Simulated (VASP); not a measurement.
**From one sheet to two: 1T-PtSe2 monolayer**

What are the lattice, gap and band positions of 1T-PtSe2 monolayer, and what does a second sheet change?

Calculated with VASP 6.6.1; optB86b-vdW; plane waves and PAW (Pt, Se), in the first sound run; inputs show where later runs differ.

## 1. Starting point

The cell holds 3 atoms: 1 Pt and 2 Se. Its edges and angles: a = 3.750 Å, b = 3.750 Å, c = 22.000 Å, α = 90.0°, β = 90.0°, γ = 120.0°. Vacuum lies along c.

## 2. Relaxing the monolayer

The sheet's cell relaxes in its plane with the atoms, while the vacuum is kept.

INCAR reads:

```
SYSTEM = PtSe2
PREC = Normal
ENCUT = 350
EDIFF = 1E-06
NELM = 120
ISMEAR = 0
SIGMA = 0.03
LREAL = .FALSE.
ALGO = Normal
GGA = MK
AGGAC = 0
LUSE_VDW = .TRUE.
PARAM1 = 0.1234
PARAM2 = 1
LASPH = .TRUE.
NBANDS = 17
LORBIT = 11
LWAVE = .FALSE.
LCHARG = .FALSE.
KPAR = 4
IBRION = 2
NSW = 50
ISIF = 3
EDIFFG = -0.015
POTIM = 0.4
IDIPOL = 3
LDIPOL = .TRUE.
DIPOL = 0.5 0.5 0.5
LATTICE_CONSTRAINTS = .TRUE. .TRUE. .FALSE.
```

POSCAR reads:

```
PtSe2
1.0
    3.7500000000      0.0000000000      0.0000000000
   -1.8750000000      3.2475952642      0.0000000000
    0.0000000000      0.0000000000     22.0000000000
Pt Se
1 2
Direct
    0.0000000000      0.0000000000      0.5000000000
    0.3333333333      0.6666666667      0.4409090909
    0.6666666667      0.3333333333      0.5590909091
```

KPOINTS reads:

```
Automatic mesh
0
Gamma
9 9 1
0 0 0
```

The projector-augmented-wave data sets are Pt and Se (PBE family, release 64).

On the command line:

```
$ mpirun -np 4 vasp_std
```

Output:

```text
[banner, memory and clock lines left out]
running    4 mpi-ranks, on    1 nodes
 distrk:  each k-point on    1 cores,    4 groups
 distr:  one band on    1 cores,    1 groups

 POSCAR found type information on POSCAR PtSe
 POSCAR found :  2 types and       3 ions
|                                                                             |
|               ----> ADVICE to this user running VASP <----                  |
|                                                                             |
|     You have switched on vdW-DFT.                                           |
|     This routine was written and supplied by Jiri Klimes. We recommend      |
|     that you carefully read and cite the following publications:            |
|       J. Klimes, D.R. Bowler, A. Michelides                                 |
|          J. Phys.: Cond Matt. 22 022201 (2010)                              |
|       J. Klimes, D.R. Bowler, A. Michelides                                 |
|          Phys. Rev. B. 83, 195131 (2011)                                    |
|     and references therein.                                                 |
|                                                                             |

|                                                                             |
|               ----> ADVICE to this user running VASP <----                  |
|                                                                             |
|     You enforced a specific xc type in the INCAR file but a different       |
|     [... a line on the potential file left out ...]
|     I HOPE YOU KNOW WHAT YOU ARE DOING!                                     |
|                                                                             |

 LDA part: xc-table for (Slater+PW92), standard interpolation
 POSCAR, INCAR and KPOINTS ok, starting setup
 FFT: planning ... GRIDC
 FFT: planning ... GRID_SOFT
 FFT: planning ... GRID
 WAVECAR not read
 entering main loop
       N       E                     dE             d eps       ncg     rms          rms(c)
DAV:   1     0.151003766617E+03    0.15100E+03   -0.59426E+03   408   0.689E+02
DAV:   2     0.522199401582E+01   -0.14578E+03   -0.13976E+03   635   0.148E+02
DAV:   3    -0.917731826661E+01   -0.14399E+02   -0.14331E+02   496   0.603E+01
DAV:   4    -0.937560921933E+01   -0.19829E+00   -0.19814E+00   532   0.819E+00
DAV:   5    -0.937858997474E+01   -0.29808E-02   -0.29800E-02   533   0.948E-01    0.119E+01
DAV:   6    -0.874021715731E+01    0.63837E+00   -0.50102E+00   506   0.202E+01    0.664E+00
DAV:   7    -0.856941212049E+01    0.17081E+00   -0.14279E+00   483   0.113E+01    0.311E+00
DAV:   8    -0.852663652993E+01    0.42776E-01   -0.10466E-01   522   0.305E+00    0.735E-01
DAV:   9    -0.852335647721E+01    0.32801E-02   -0.25530E-02   522   0.133E+00    0.212E-01
DAV:  10    -0.852353767350E+01   -0.18120E-03   -0.14173E-03   525   0.251E-01    0.184E-01
DAV:  11    -0.852376350593E+01   -0.22583E-03   -0.35948E-04   496   0.168E-01    0.141E-01
DAV:  12    -0.852373113613E+01    0.32370E-04   -0.51811E-04   508   0.201E-01    0.109E-01
DAV:  13    -0.852368544960E+01    0.45687E-04   -0.49918E-05   463   0.423E-02    0.651E-02
DAV:  14    -0.852367380224E+01    0.11647E-04   -0.15978E-05   463   0.190E-02    0.399E-02
DAV:  15    -0.852367830386E+01   -0.45016E-05   -0.15062E-05   435   0.197E-02    0.137E-02
DAV:  16    -0.852369449684E+01   -0.16193E-04   -0.15966E-05   468   0.190E-02    0.110E-02
DAV:  17    -0.852370783102E+01   -0.13334E-04   -0.15863E-06   409   0.446E-03    0.104E-02
DAV:  18    -0.852371692827E+01   -0.90972E-05   -0.53606E-06   460   0.108E-02    0.450E-03
DAV:  19    -0.852371916903E+01   -0.22408E-05   -0.38072E-07   442   0.285E-03    0.329E-03
DAV:  20    -0.852371997503E+01   -0.80601E-06   -0.33002E-07   410   0.300E-03
   1 F= -.85237200E+01 E0= -.85237200E+01  d E =-.852372E+01
 curvature:   0.00 expect dE= 0.000E+00 dE for cont linesearch  0.000E+00
 trial: gam= 0.00000 g(F)=  0.865E-03 g(S)=  0.845E-02 ort = 0.000E+00 (trialstep = 0.100E+01)
 search vector abs. value=  0.931E-02
 bond charge predicted
       N       E                     dE             d eps       ncg     rms          rms(c)
DAV:   1    -0.855859785992E+01   -0.34879E-01   -0.77258E-01   453   0.674E+00    0.110E+00
DAV:   2    -0.853340542621E+01    0.25192E-01   -0.99230E-02   470   0.302E+00    0.506E-01
DAV:   3    -0.852874439687E+01    0.46610E-02   -0.99795E-03   459   0.924E-01    0.230E-01
DAV:   4    -0.852769295082E+01    0.10514E-02   -0.54952E-03   436   0.434E-01    0.109E-01
DAV:   5    -0.852772989702E+01   -0.36946E-04   -0.17128E-04   492   0.105E-01    0.640E-02
DAV:   6    -0.852773336782E+01   -0.34708E-05   -0.96026E-05   470   0.785E-02    0.106E-02
DAV:   7    -0.852773437940E+01   -0.10116E-05   -0.47661E-06   502   0.178E-02    0.343E-03
DAV:   8    -0.852773410520E+01    0.27420E-06   -0.11979E-06   382   0.611E-03
   2 F= -.85277341E+01 E0= -.85277341E+01  d E =-.401413E-02
[...]
3 F= -.85278254E+01 E0= -.85278254E+01  d E =-.410538E-02
[...]
4 F= -.85311967E+01 E0= -.85311967E+01  d E =-.337132E-02
[...]
5 F= -.85331273E+01 E0= -.85331273E+01  d E =-.530197E-02
 curvature:  -1.52 expect dE=-0.542E-03 dE for cont linesearch -0.393E-03
 ZBRENT: interpolating
 opt :   2.7944  next Energy=    -8.533652 (dE=-0.583E-02)
 bond charge predicted
       N       E                     dE             d eps       ncg     rms          rms(c)
DAV:   1    -0.853452616981E+01   -0.13985E-02   -0.13948E-01   409   0.224E+00    0.239E-01
DAV:   2    -0.853385878802E+01    0.66738E-03   -0.87241E-03   484   0.729E-01    0.971E-02
DAV:   3    -0.853369820114E+01    0.16059E-03   -0.43122E-04   434   0.174E-01    0.469E-02
DAV:   4    -0.853366075567E+01    0.37445E-04   -0.29258E-04   436   0.105E-01    0.248E-02
DAV:   5    -0.853366390010E+01   -0.31444E-05   -0.61933E-06   498   0.180E-02    0.155E-02
DAV:   6    -0.853366981717E+01   -0.59171E-05   -0.32836E-06   445   0.104E-02    0.964E-04
DAV:   7    -0.853367046898E+01   -0.65181E-06   -0.22638E-07   452   0.284E-03
   6 F= -.85336705E+01 E0= -.85336705E+01  d E =-.584512E-02
 curvature:  -2.03 expect dE=-0.335E-06 dE for cont linesearch -0.235E-08
 trial: gam=-0.00296 g(F)=  0.641E-08 g(S)=  0.159E-06 ort =-0.266E-05 (trialstep = 0.134E+01)
 search vector abs. value=  0.235E-06
 reached required accuracy - stopping structural energy minimisation
```

Wall time 2.7 min (4 MPI ranks of Intel Xeon 6975P-C (Granite Rapids), shared host); peak memory 1.6 GiB; 11 min of CPU time.

The logs omit lines about the potential files and the build; timing stands in the text.

Parts of OUTCAR (step 2):

```text
ion  position               nearest neighbor table
   1  0.000  0.000  0.500-   2 2.53   3 2.53   3 2.53   2 2.53   3 2.53   2 2.53
   2  0.333  0.667  0.441-   1 2.53   1 2.53   1 2.53
   3  0.667  0.333  0.559-   1 2.53   1 2.53   1 2.53

  LATTYP: Found a hexagonal cell.
 ALAT       =     3.7500000000
 C/A-ratio  =     5.8666666667

 Subroutine GETGRP returns: Found 12 space group operations
 (whereof 12 operations were pure point group operations)

The static configuration has the point symmetry D_3d.

 Found     12 irreducible k-points:

   k-points           NKPTS =     12   k-points in BZ     NKDIM =     12   number of bands    NBANDS=     17

   dimension x,y,z NGX =    18 NGY =   18 NGZ =  108
   dimension x,y,z NGXF=    36 NGYF=   36 NGZF=  216

   ENCUT  =  350.0 eV  25.72 Ry    5.07 a.u.   5.72  5.72 33.56*2*pi/ulx,y,z

   NELECT =      22.0000    total number of electrons

 k-points in reciprocal lattice and weights: Automatic mesh
   0.00000000  0.00000000  0.00000000       0.012
   0.11111111 -0.00000000  0.00000000       0.074
   0.22222222 -0.00000000  0.00000000       0.074
   0.33333333  0.00000000  0.00000000       0.074
   0.44444444 -0.00000000  0.00000000       0.074
   0.11111111  0.11111111  0.00000000       0.074
   0.22222222  0.11111111  0.00000000       0.148
   0.33333333  0.11111111  0.00000000       0.148
   0.44444444  0.11111111  0.00000000       0.074
   0.22222222  0.22222222  0.00000000       0.074
   0.33333333  0.22222222  0.00000000       0.148
   0.33333333  0.33333333  0.00000000       0.025

 dipolmoment           0.000000      0.000000      0.000000 electrons x Angstroem

 average (electrostatic) potential at core
       1 -77.2960       2 -61.2698       3 -61.2698

 E-fermi :  -3.0371

 k-point     1 :       0.0000    0.0000    0.0000
  band No.  band energies     occupation
    ...
      7      -6.0741      2.00000
      8      -4.5380      2.00000
      9      -3.9247      2.00000
     10      -3.2021      2.00000
     11      -3.2021      2.00000
     12      -0.2962      0.00000
     13      -0.2962      0.00000
     14       0.9896      0.00000
     15       1.5817      0.00000
     16       2.2306      0.00000
    ...

 k-point     2 :       0.1111   -0.0000    0.0000
  band No.  band energies     occupation
    ...
      7      -6.1627      2.00000
      8      -4.9169      2.00000
      9      -3.7053      2.00000
     10      -3.3193      2.00000
     11      -3.2062      2.00000
     12      -1.0753      0.00000
     13      -0.4780      0.00000
     14       1.3668      0.00000
     15       1.7573      0.00000
     16       2.4994      0.00000
    ...

 k-point     3 :       0.2222   -0.0000    0.0000
  band No.  band energies     occupation
    ...
      7      -6.2797      2.00000
      8      -5.4050      2.00000
      9      -3.6505      2.00000
     10      -3.4906      2.00000
     11      -3.4282      2.00000
     12      -1.9036      0.00000
     13      -0.6928      0.00000
     14       2.0445      0.00000
     15       2.2109      0.00000
     16       2.7322      0.00000
    ...

Total vdW correction in eV:      3.8368333

  Total        0.0024853      0.0024853     -0.0838559     -0.0000000     -0.0000000      0.0000000
  in kB        0.0152028      0.0152028     -0.5129488     -0.0000000     -0.0000000      0.0000000
  external PRESSURE =      -0.1608477 kB  Pullay stress =       0.0000000 kB

  energy-cutoff  :      350.00
  volume of cell :      261.92
      direct lattice vectors                 reciprocal lattice vectors
     3.707732368 -0.000000000  0.000000000     0.269706629  0.155715195  0.000000000
    -1.853866184  3.210990421  0.000000000     0.000000000  0.311430390  0.000000000
     0.000000000  0.000000000 22.000000000     0.000000000  0.000000000  0.045454545

 POSITION                                       TOTAL-FORCE (eV/Angst)
 -----------------------------------------------------------------------------------
      0.00000     -0.00000     11.00000        -0.000000      0.000000      0.000000
     -0.00000      2.14066      9.66732         0.000000      0.000000     -0.000288
      1.85387      1.07033     12.33268        -0.000000      0.000000      0.000288
 -----------------------------------------------------------------------------------
    total drift:                                0.000000     -0.000000      0.000000

  FREE ENERGIE OF THE ION-ELECTRON SYSTEM (eV)
  ---------------------------------------------------
  free  energy   TOTEN  =        -8.5336704690 eV

  energy  without entropy=       -8.5336704690  energy(sigma->0) =       -8.53367047

Total vdW correction in eV:      3.8368644

 reached required accuracy - stopping structural energy minimisation

 vacuum level on the upper side and lower side of the slab         2.380         2.380

 total charge
# of ion       s       p       d       tot
------------------------------------------
    1        0.671   0.684   8.000   9.355
    2        1.481   2.243   0.055   3.779
    3        1.481   2.243   0.055   3.779
--------------------------------------------------
tot          3.633   5.171   8.111  16.914

[... 3 further parts left out ...]
```

CONTCAR:

```
PtSe2
   1.00000000000000
     3.7077323683368490   -0.0000000000000000    0.0000000000000000
    -1.8538661841684245    3.2109904214216249    0.0000000000000000
     0.0000000000000000    0.0000000000000000   22.0000000000000000
  Pt              Se
     1     2
Direct
     0.0000000000000000    0.0000000000000000    0.5000000000000000
     0.3333333332999970    0.6666666667000030    0.4394234960880807
     0.6666666667000030    0.3333333332999970    0.5605765039119193
```

The gap is read on the k-mesh alone, so it is an upper bound where the band edges lie off the mesh. The PAW data sets were made with PBE, which is usual practice but a small mismatch for other functionals. The run keeps the 12 symmetry operations of its start, so it cannot find a distortion of lower symmetry.

Relaxation path:

```tsv
step	energy less that of the first step (eV)	largest force (eV/Å)	pressure (GPa)	volume (Å³)
1	0.0000	0.1058	-0.19	267.93
2	-0.0040	0.2401	0.20	263.99
3	-0.0041	0.2229	0.15	264.49
4	-0.0075	0.1447	0.09	263.59
5	-0.0094	0.0655	-0.06	261.16
6	-0.0099	0.0003	-0.02	261.92
```

```tsv
cell as run	before	after	change
a (Å)	3.750	3.708	-1.1 %
b (Å)	3.750	3.708	-1.1 %
```

The atoms that moved most (Å, along periodic axes as changes of fractional coordinates times the final cell, across vacuum about the mean position):

```tsv
atom	dx	dy	dz	length
Se3	0.000	0.000	0.033	0.033
Se2	0.000	0.000	-0.033	0.033
```

The relaxed structure:

```xyz
3
Lattice="3.7077 0.0000 0.0000 -1.8539 3.2110 0.0000 0.0000 0.0000 22.0000" Properties=species:S:1:pos:R:3
Pt    0.0000    0.0000   11.0000
Se    0.0000    2.1407    9.6673
Se    1.8539    1.0703   12.3327
```

Numbers from this step:

* electronic cycles: 54
* electrons: 22
* free energy (TOTEN): -8.534 eV
* Fermi energy: -3.037 eV
* metallic: no
* dipole moment: 0, 0, 0 e·Å
* gap on the k-mesh: 1.299 eV
* least direct gap on the k-mesh: 1.525 eV

The run ended after 6 ionic steps, 0.010 eV below its first step, once forces and stress met EDIFFG = -0.015.

(Part 1 of 6 ends here.)

[Lines on the potential files, build, host, timing and source positions are cut from VASP's logs without a mark.]

[Logs are printed without paths, hosts, clocks, repeated set-up lines and the standing remarks that a program may print on its own settings, such as how far it seeks lower states.]

[Hosts, paths, dates, database ids (printed as entryN), source tags and the programs' standing remarks are cut or masked in the printed files.]

[Runs that stopped without an error message from VASP are left out.]
